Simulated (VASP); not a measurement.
Output of a VASP run:

### OUTCAR
```
 ion  position               nearest neighbor table
   1  0.222  0.111  0.250-  48 1.90  44 1.90  36 1.94  37 1.94   4 3.05   2 3.09  14 3.09  16 3.09
                            10 3.09  12 3.09   9 3.13  24 3.13  32 3.13  17 3.13  13 3.13   5 3.15
   2  0.111  0.222  0.000-  38 1.90  41 1.90  61 1.90  37 1.92   1 3.09   3 3.09  24 3.09  26 3.09
                             7 3.11   5 3.12  14 3.13  25 3.13  10 3.13  33 3.13  18 3.13   6 3.13
   3  0.222  0.111  0.750-  50 1.90  46 1.90  39 1.90  38 1.91   2 3.09  14 3.09  16 3.09  10 3.09
                            12 3.09   7 3.12   4 3.12  11 3.13  26 3.13  34 3.13  19 3.13  15 3.13
   4  0.116  0.226  0.496-  36 1.86  59 1.93  39 2.00   5 3.04   1 3.05   7 3.07  24 3.08   8 3.09
                            16 3.10   3 3.12  71 3.13  26 3.14  12 3.15  27 3.15  35 3.17
   5  0.226  0.448  0.251-  52 1.85  37 1.89  40 1.91   4 3.04   8 3.05  18 3.08  20 3.10   6 3.10
                            71 3.10   9 3.11  17 3.11   2 3.12  28 3.15   1 3.15  24 3.16
   6  0.111  0.556  0.000-  40 1.86  45 1.90  65 1.90  41 1.90   9 3.09  11 3.09  28 3.09  30 3.09
                             5 3.10   7 3.13  10 3.13  18 3.13  29 3.13  21 3.13  25 3.13   2 3.13
   7  0.224  0.444  0.746-  39 1.87  42 1.87  54 1.90  41 1.95  71 3.05   8 3.06   4 3.07  18 3.11
                            19 3.11   2 3.11   3 3.12  22 3.12   6 3.13  26 3.13  11 3.14  30 3.15
   8  0.114  0.554  0.499-  63 1.92  42 1.94  43 1.96   5 3.05   7 3.06   9 3.09   4 3.09  28 3.09
                            11 3.10  30 3.11  23 3.12  71 3.12  27 3.13  12 3.15  31 3.16
   9  0.222  0.778  0.250-  44 1.90  56 1.90  40 1.91  43 1.92   8 3.09  10 3.09  12 3.09  21 3.09
                            23 3.09   6 3.09   5 3.11   1 3.13  32 3.13  28 3.13  13 3.13  20 3.13
  10  0.111  0.889  0.000-  45 1.90  38 1.90  69 1.90  44 1.91   9 3.09  11 3.09   1 3.09   3 3.09
                            32 3.09  34 3.09   6 3.13  21 3.13  33 3.13   2 3.13  29 3.13  14 3.13
  11  0.222  0.778  0.750-  42 1.88  46 1.90  58 1.90  45 1.91  10 3.09  12 3.09  21 3.09  23 3.09
                             6 3.09   8 3.10   3 3.13  34 3.13  30 3.13  15 3.13  22 3.13   7 3.14
  12  0.111  0.889  0.500-  43 1.86  36 1.90  67 1.90  46 1.91   9 3.09  11 3.09   1 3.09   3 3.09
                            32 3.09  34 3.09  23 3.13  35 3.13  31 3.13  16 3.13   4 3.15   8 3.15
  13  0.556  0.111  0.250-  60 1.90  56 1.90  48 1.90  47 1.91  25 3.09  27 3.09  21 3.09  23 3.09
                            14 3.09  16 3.09  17 3.13  24 3.13  20 3.13  28 3.13   9 3.13   1 3.13
  14  0.444  0.222  0.000-  38 1.90  53 1.90  49 1.90  48 1.91   1 3.09   3 3.09  17 3.09  19 3.09
                            13 3.09  15 3.09   2 3.13  21 3.13  10 3.13  18 3.13  25 3.13  29 3.13
  15  0.556  0.111  0.750-  62 1.90  58 1.90  50 1.90  49 1.91  25 3.09  27 3.09  21 3.09  23 3.09
                            14 3.09  16 3.09  26 3.13  19 3.13  22 3.13  30 3.13  11 3.13   3 3.13
  16  0.444  0.222  0.500-  51 1.88  36 1.90  47 1.90  50 1.91   1 3.09   3 3.09  17 3.09  19 3.09
                            13 3.09  15 3.09   4 3.10  23 3.13  12 3.13  27 3.13  31 3.13  71 3.15
  17  0.556  0.444  0.250-  52 1.88  48 1.90  64 1.90  51 1.96  14 3.09  16 3.09  29 3.09  31 3.09
                            18 3.09  71 3.11   5 3.11  28 3.13  13 3.13  32 3.13   1 3.13  20 3.13
  18  0.444  0.556  0.000-  41 1.90  57 1.90  53 1.90  52 1.91   5 3.08  20 3.09  22 3.09  17 3.09
                            19 3.09   7 3.11  21 3.13   6 3.13   2 3.13  33 3.13  29 3.13  14 3.13
  19  0.556  0.444  0.750-  50 1.90  66 1.90  53 1.91  54 1.93  71 3.07  16 3.09  29 3.09  31 3.09
                            14 3.09  18 3.09   7 3.11  15 3.13  30 3.13  34 3.13   3 3.13  22 3.13
  20  0.556  0.778  0.250-  68 1.90  56 1.90  55 1.90  52 1.96  33 3.09  35 3.09  18 3.09  21 3.09
                            23 3.09  71 3.09   5 3.10  32 3.13  13 3.13  24 3.13   9 3.13  17 3.13
  21  0.444  0.889  0.000-  45 1.90  49 1.90  57 1.90  56 1.91   9 3.09  11 3.09  13 3.09  15 3.09
                            20 3.09  22 3.09  10 3.13  18 3.13  14 3.13   6 3.13  25 3.13  33 3.13
  22  0.556  0.778  0.750-  54 1.84  70 1.90  58 1.90  57 1.91  71 3.05  35 3.09  33 3.09  18 3.09
                            23 3.09  21 3.09   7 3.12  34 3.13  15 3.13  26 3.13  19 3.13  11 3.13
  23  0.444  0.889  0.500-  43 1.90  47 1.90  58 1.91  55 1.93   9 3.09  11 3.09  13 3.09  15 3.09
                            20 3.09  22 3.09  71 3.11   8 3.12  12 3.13  16 3.13  27 3.13  35 3.13
  24  0.889  0.111  0.250-  37 1.89  60 1.90  68 1.90  59 1.91   4 3.08  25 3.09  27 3.09  33 3.09
                            35 3.09   2 3.09  13 3.13  28 3.13   1 3.13  32 3.13  20 3.13   5 3.16
  25  0.778  0.222  0.000-  61 1.90  49 1.90  65 1.90  60 1.91  24 3.09  26 3.09  13 3.09  15 3.09
                            28 3.09  30 3.09   2 3.13  33 3.13  21 3.13   6 3.13  14 3.13  29 3.13
  26  0.889  0.111  0.750-  39 1.87  62 1.90  70 1.90  61 1.91  25 3.09  27 3.09  33 3.09  35 3.09
                             2 3.09  15 3.13  30 3.13  34 3.13   3 3.13  22 3.13   7 3.13   4 3.14
  27  0.778  0.222  0.500-  59 1.90  47 1.90  63 1.90  62 1.91  24 3.09  26 3.09  13 3.09  15 3.09
                            28 3.09  30 3.09  35 3.13  23 3.13  31 3.13  16 3.13   8 3.13   4 3.15
  28  0.889  0.444  0.250-  60 1.90  64 1.90  63 1.91  40 1.93  25 3.09  27 3.09   6 3.09  29 3.09
                            31 3.09   8 3.09  17 3.13  24 3.13  13 3.13   9 3.13  32 3.13   5 3.15
  29  0.778  0.556  0.000-  69 1.90  53 1.90  65 1.90  64 1.91  32 3.09  34 3.09  17 3.09  19 3.09
                            28 3.09  30 3.09  33 3.13   6 3.13  10 3.13  25 3.13  18 3.13  14 3.13
  30  0.889  0.444  0.750-  62 1.90  66 1.90  65 1.91  42 1.95  25 3.09  27 3.09   6 3.09  29 3.09
                            31 3.09   8 3.11  26 3.13  19 3.13  15 3.13  11 3.13  34 3.13   7 3.15
  31  0.778  0.556  0.500-  67 1.90  63 1.90  66 1.91  51 1.91  32 3.09  34 3.09  17 3.09  19 3.09
                            28 3.09  30 3.09  71 3.10  35 3.13  12 3.13  27 3.13  16 3.13   8 3.16
  32  0.889  0.778  0.250-  68 1.90  64 1.90  44 1.90  67 1.91  33 3.09  35 3.09  29 3.09  31 3.09
                            10 3.09  12 3.09  20 3.13   9 3.13  24 3.13   1 3.13  17 3.13  28 3.13
  33  0.778  0.889  0.000-  69 1.90  57 1.90  61 1.90  68 1.91  32 3.09  34 3.09  20 3.09  22 3.09
                            24 3.09  26 3.09  29 3.13  10 3.13  25 3.13   2 3.13  18 3.13  21 3.13
  34  0.889  0.778  0.750-  70 1.90  66 1.90  46 1.90  69 1.91  33 3.09  35 3.09  29 3.09  31 3.09
                            10 3.09  12 3.09  22 3.13  11 3.13  26 3.13   3 3.13  19 3.13  30 3.13
  35  0.778  0.889  0.500-  67 1.90  59 1.90  70 1.91  55 1.93  71 3.09  34 3.09  32 3.09  22 3.09
                            20 3.09  26 3.09  24 3.09  31 3.13  12 3.13  27 3.13  23 3.13   4 3.17
  36  0.222  0.112  0.444-   4 1.86  16 1.90  12 1.90   1 1.94
  37  0.110  0.227  0.192-  24 1.89   5 1.89   2 1.92   1 1.94
  38  0.222  0.111  0.941-   2 1.90  14 1.90  10 1.90   3 1.91
  39  0.110  0.223  0.696-   7 1.87  26 1.87   3 1.90   4 2.00
  40  0.113  0.556  0.186-   6 1.86   5 1.91   9 1.91  28 1.93
  41  0.222  0.444  0.941-   2 1.90  18 1.90   6 1.90   7 1.95
  42  0.118  0.558  0.693-   7 1.87  11 1.88   8 1.94  30 1.95
  43  0.223  0.784  0.441-  12 1.86  23 1.90   9 1.92   8 1.96
  44  0.111  0.889  0.191-   9 1.90   1 1.90  32 1.90  10 1.91
...
```

File OSZICAR:
```
...
RMM:   2    -0.504878751960E+03   -0.47449E-03   -0.64723E-03   766   0.181E-01    0.542E-02
RMM:   3    -0.504878776436E+03   -0.24476E-04   -0.10370E-03   870   0.647E-02    0.372E-02
RMM:   4    -0.504878762483E+03    0.13953E-04   -0.20117E-04   881   0.293E-02    0.195E-02
RMM:   5    -0.504878767834E+03   -0.53511E-05   -0.58167E-05   674   0.141E-02
  13 F= -.50487877E+03 E0= -.50487877E+03  d E =-.248187E-01  mag=     2.0000
       N       E                     dE             d eps       ncg     rms          rms(c)
DAV:   1    -0.504883402291E+03   -0.46398E-02   -0.36947E+00   736   0.491E+00    0.334E-01
RMM:   2    -0.504887581276E+03   -0.41790E-02   -0.60080E-02   736   0.566E-01    0.166E-01
RMM:   3    -0.504887548404E+03    0.32872E-04   -0.84241E-03   798   0.196E-01    0.109E-01
RMM:   4    -0.504887391299E+03    0.15711E-03   -0.19105E-03   808   0.924E-02    0.518E-02
RMM:   5    -0.504887436820E+03   -0.45521E-04   -0.42131E-04   979   0.406E-02    0.278E-02
RMM:   6    -0.504887442462E+03   -0.56421E-05   -0.86474E-05   782   0.169E-02
  14 F= -.50488744E+03 E0= -.50488744E+03  d E =-.867463E-02  mag=     2.0000
       N       E                     dE             d eps       ncg     rms          rms(c)
DAV:   1    -0.504887455309E+03   -0.18489E-04   -0.67411E-03   832   0.210E-01    0.158E-02
RMM:   2    -0.504887462919E+03   -0.76099E-05   -0.11492E-04   782   0.247E-02    0.879E-03
RMM:   3    -0.504887463230E+03   -0.31103E-06   -0.21504E-05   498   0.968E-03    0.552E-03
RMM:   4    -0.504887463087E+03    0.14320E-06   -0.32806E-06   446   0.451E-03
  15 F= -.50488746E+03 E0= -.50488746E+03  d E =-.869525E-02  mag=     2.0000
       N       E                     dE             d eps       ncg     rms          rms(c)
DAV:   1    -0.504888827808E+03   -0.13646E-02   -0.10022E+00   752   0.258E+00    0.210E-01
RMM:   2    -0.504889958390E+03   -0.11306E-02   -0.17040E-02   739   0.305E-01    0.107E-01
RMM:   3    -0.504889918035E+03    0.40355E-04   -0.22923E-03   800   0.107E-01    0.642E-02
RMM:   4    -0.504889883366E+03    0.34669E-04   -0.60484E-04   817   0.514E-02    0.290E-02
RMM:   5    -0.504889898224E+03   -0.14858E-04   -0.12774E-04   836   0.223E-02    0.160E-02
RMM:   6    -0.504889899166E+03   -0.94184E-06   -0.25531E-05   535   0.941E-03
  16 F= -.50488990E+03 E0= -.50488990E+03  d E =-.243608E-02  mag=     2.0000
       N       E                     dE             d eps       ncg     rms          rms(c)
DAV:   1    -0.504889909237E+03   -0.11013E-04   -0.70220E-03   872   0.216E-01    0.174E-02
RMM:   2    -0.504889917133E+03   -0.78956E-05   -0.11877E-04   728   0.253E-02    0.879E-03
RMM:   3    -0.504889916923E+03    0.20950E-06   -0.14023E-05   451   0.862E-03    0.550E-03
RMM:   4    -0.504889916550E+03    0.37335E-06   -0.35872E-06   433   0.406E-03
  17 F= -.50488992E+03 E0= -.50488992E+03  d E =-.245346E-02  mag=     2.0000
       N       E                     dE             d eps       ncg     rms          rms(c)
DAV:   1    -0.504890613558E+03   -0.69664E-03   -0.20552E-01   768   0.119E+00    0.805E-02
RMM:   2    -0.504890863732E+03   -0.25017E-03   -0.34347E-03   738   0.140E-01    0.407E-02
RMM:   3    -0.504890863648E+03    0.84179E-07   -0.44706E-04   812   0.486E-02    0.267E-02
RMM:   4    -0.504890853161E+03    0.10487E-04   -0.12018E-04   797   0.238E-02    0.112E-02
RMM:   5    -0.504890855552E+03   -0.23912E-05   -0.23754E-05   486   0.102E-02
  18 F= -.50489086E+03 E0= -.50489086E+03  d E =-.939002E-03  mag=     2.0000
```

File OUTCAR:
```
------------------------ aborting loop because EDIFF is reached ----------------------------------------
  FORCE on cell =-STRESS in cart. coord.  units (eV):
  Direction    XX          YY          ZZ          XY          YZ          ZX
  --------------------------------------------------------------------------------------
  Total       17.9522089     19.4597079      9.1893573      0.9200988      0.9279282     -1.8744778
  in kB       37.6230543     40.7823712     19.2584484      1.9282824      1.9446906     -3.9284067
  external PRESSURE =      32.5546246 kB  Pullay stress =       0.0000000 kB
  volume of cell :      764.49
      direct lattice vectors                 reciprocal lattice vectors
     4.693267657 -8.128978018  0.000000000     0.106535582 -0.061508347  0.000000000
     4.693267657  8.128978018  0.000000000     0.106535582  0.061508347  0.000000000
     0.000000000  0.000000000 10.019202616     0.000000000  0.000000000  0.099808342
  FREE ENERGIE OF THE ION-ELECTRON SYSTEM (eV)
  ---------------------------------------------------
  free  energy   TOTEN  =      -504.8908555521 eV

  energy  without entropy=     -504.8908555521  energy(sigma->0) =     -504.89085555

 total charge

# of ion       s       p       d       tot
------------------------------------------
    1        0.360   0.428   0.000   0.787
    2        0.364   0.439   0.000   0.802
    3        0.366   0.447   0.000   0.813
    4        0.384   0.402   0.000   0.786
    5        0.388   0.421   0.000   0.808
    6        0.364   0.439   0.000   0.803
    7        0.349   0.428   0.000   0.777
    8        0.383   0.401   0.000   0.784
    9        0.360   0.428   0.000   0.788
   10        0.364   0.439   0.000   0.803
   11        0.366   0.447   0.000   0.813
   12        0.369   0.444   0.000   0.814
   13        0.364   0.437   0.000   0.801
   14        0.365   0.443   0.000   0.808
   15        0.365   0.443   0.000   0.808
   16        0.364   0.444   0.000   0.808
   17        0.363   0.442   0.000   0.805
   18        0.359   0.426   0.000   0.785
   19        0.364   0.444   0.000   0.808
   20        0.363   0.442   0.000   0.806
   21        0.365   0.443   0.000   0.808
   22        0.364   0.444   0.000   0.808
   23        0.364   0.444   0.000   0.807
   24        0.363   0.437   0.000   0.800
   25        0.365   0.441   0.000   0.806
   26        0.366   0.450   0.000   0.816
   27        0.362   0.433   0.000   0.795
   28        0.363   0.437   0.000   0.800
   29        0.365   0.443   0.000   0.807
   30        0.366   0.450   0.000   0.816
   31        0.365   0.442   0.000   0.807
   32        0.363   0.437   0.000   0.800
   33        0.365   0.443   0.000   0.807
   34        0.363   0.438   0.000   0.801
   35        0.365   0.442   0.000   0.807
   36        1.237   2.573   0.000   3.809
   37        1.236   2.590   0.000   3.826
   38        1.230   2.603   0.000   3.834
   39        1.240   2.597   0.000   3.837
   40        1.236   2.591   0.000   3.827
   41        1.230   2.582   0.000   3.812
   42        1.240   2.596   0.000   3.836
   43        1.237   2.573   0.000   3.810
   44        1.228   2.587   0.000   3.816
   45        1.230   2.603   0.000   3.833
   46        1.230   2.604   0.000   3.835
   47        1.232   2.597   0.000   3.829
   48        1.230   2.603   0.000   3.833
...
```
(Selected blocks of OUTCAR.)

**POSCAR**
```
Al35ZrN35
1
    4.6932676572    -8.1289780179     0.0000000000
    4.6932676572     8.1289780179     0.0000000000
    0.0000000000     0.0000000000    10.0192026156
Al N Zr
35 35 1
Direct
  0.2222220000   0.1111110000   0.2500000000
  0.1111110000   0.2222220000   0.0000000000
  0.2222220000   0.1111110000   0.7500000000
  0.1157540000   0.2262450000   0.4961740000
  0.2257440000   0.4480680000   0.2513050000
  0.1111110000   0.5555560000   0.0000000000
  0.2237980000   0.4437690000   0.7464360000
  0.1135690000   0.5541460000   0.4989860000
  0.2222220000   0.7777780000   0.2500000000
  0.1111110000   0.8888890000   0.0000000000
  0.2222220000   0.7777780000   0.7500000000
  0.1111110000   0.8888890000   0.5000000000
  0.5555560000   0.1111110000   0.2500000000
  0.4444440000   0.2222220000   0.0000000000
  0.5555560000   0.1111110000   0.7500000000
  0.4444440000   0.2222220000   0.5000000000
  0.5555560000   0.4444440000   0.2500000000
  0.4444440000   0.5555560000   0.0000000000
  0.5555560000   0.4444440000   0.7500000000
  0.5555560000   0.7777780000   0.2500000000
  0.4444440000   0.8888890000   0.0000000000
  0.5555560000   0.7777780000   0.7500000000
  0.4444440000   0.8888890000   0.5000000000
  0.8888890000   0.1111110000   0.2500000000
  0.7777780000   0.2222220000   0.0000000000
  0.8888890000   0.1111110000   0.7500000000
  0.7777780000   0.2222220000   0.5000000000
  0.8888890000   0.4444440000   0.2500000000
  0.7777780000   0.5555560000   0.0000000000
  0.8888890000   0.4444440000   0.7500000000
  0.7777780000   0.5555560000   0.5000000000
  0.8888890000   0.7777780000   0.2500000000
  0.7777780000   0.8888890000   0.0000000000
  0.8888890000   0.7777780000   0.7500000000
  0.7777780000   0.8888890000   0.5000000000
  0.2217390000   0.1121600000   0.4437790000
  0.1101310000   0.2271950000   0.1920120000
  0.2222220000   0.1111110000   0.9410000000
  0.1095150000   0.2227280000   0.6955920000
  0.1134310000   0.5561710000   0.1861260000
  0.2222220000   0.4444440000   0.9410000000
  0.1176280000   0.5581010000   0.6930390000
  0.2230290000   0.7841680000   0.4410640000
  0.1111110000   0.8888890000   0.1910000000
  0.2222220000   0.7777780000   0.9410000000
  0.1111110000   0.8888890000   0.6910000000
  0.5555560000   0.1111110000   0.4410000000
  0.4444440000   0.2222220000   0.1910000000
  0.5555560000   0.1111110000   0.9410000000
  0.4444440000   0.2222220000   0.6910000000
  0.5519960000   0.4434940000   0.4456770000
  0.4408770000   0.5484960000   0.1906110000
  0.5555560000   0.4444440000   0.9410000000
  0.4476930000   0.5623900000   0.6922130000
  0.5520230000   0.7706010000   0.4397580000
  0.4444440000   0.8888890000   0.1910000000
  0.5555560000   0.7777780000   0.9410000000
  0.4444440000   0.8888890000   0.6910000000
  0.8888890000   0.1111110000   0.4410000000
  0.7777780000   0.2222220000   0.1910000000
  0.8888890000   0.1111110000   0.9410000000
  0.7777780000   0.2222220000   0.6910000000
  0.8888890000   0.4444440000   0.4410000000
  0.7777780000   0.5555560000   0.1910000000
  0.8888890000   0.4444440000   0.9410000000
  0.7777780000   0.5555560000   0.6910000000
  0.8888890000   0.7777780000   0.4410000000
  0.7777780000   0.8888890000   0.1910000000
  0.8888890000   0.7777780000   0.9410000000
  0.7777780000   0.8888890000   0.6910000000
  0.4491130000   0.5596860000   0.5024890000
```

Reconstruct the remaining input files.

One answer among several that fit: the input of the run itself, PBE GGA, plane waves, VASP's PBE PAW potentials (set 64).

**KPOINTS**
```
kpoints
0
gamma
 1 1 1
```

**INCAR**
```
# general
SYSTEM =Al35ZrN35
PREC   =Normal
ENCUT  =400
LREAL  =Auto
LASPH  =T
ISYM   =0
NELECT =294.0

# electronic loop
EDIFF  =1E-5
NELM   =100
NELMIN =4
ALGO   =Fast
LMAXMIX=4

# smearing
ISMEAR =0
SIGMA  =0.05

# functional
GGA    =PE

# spin
ISPIN  =2
MAGMOM =71*0.0282
NUPDOWN=2

# ions
IBRION =2
NSW    =70
ISIF   =2
EDIFFG =-0.03

# output
LWAVE  =T
LCHARG =F
LORBIT =10
```

POTCAR, in this order: Al N Zr_sv (PBE.64 set). Program: vasp_gam.

At this cut-off the stress carries a Pulay error, which pulls relaxed volumes low. The cell is charged, with a uniform compensating background. The supercell is sampled at Γ alone, which is coarse: total energies, pressure and levels can be off, energies of defects by several tenths of an eV.

The cell is a supercell with a defect, built from AlN (wurtzite): Zr_Al-vac_N, charge -2.
